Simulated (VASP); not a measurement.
Input:

```
Ba
1.0
    4.89596     0.00000     0.00000
    0.00000     4.89596     0.00000
    0.00000     0.00000    24.42127
Ba
4
Direct
  0.50000   0.00000   0.34808
  0.00000   0.50000   0.45405
  0.50000   0.00000   0.54595
  0.00000   0.50000   0.65192
```

Calculation: PBEsol GGA, VASP's PBE PAW potentials (set 64) (plane waves; VASP). Numerical set-up: PREC = Normal, 400 eV cut-off, 6×6×1 Γ-centred mesh, first-order Methfessel-Paxton smearing of 0.10 eV, potentials Ba_sv.

Unless said otherwise, spin-orbit coupling is left out, though it shifts the bands of the heavy elements here.

Task: Estimate the energy per atom (σ→0), band gap (on the k-mesh) with the smallest direct gap where there is one.

Result: 
band gap (on the k-mesh): none (metal, semimetal or under 0.01 eV)
energy per atom (σ→0): -1.871 eV/atom

The absolute energy has meaning only against runs of the same code, potentials and settings.

The cell is a thin slab with vacuum, built from Ba (bcc): (100) face.
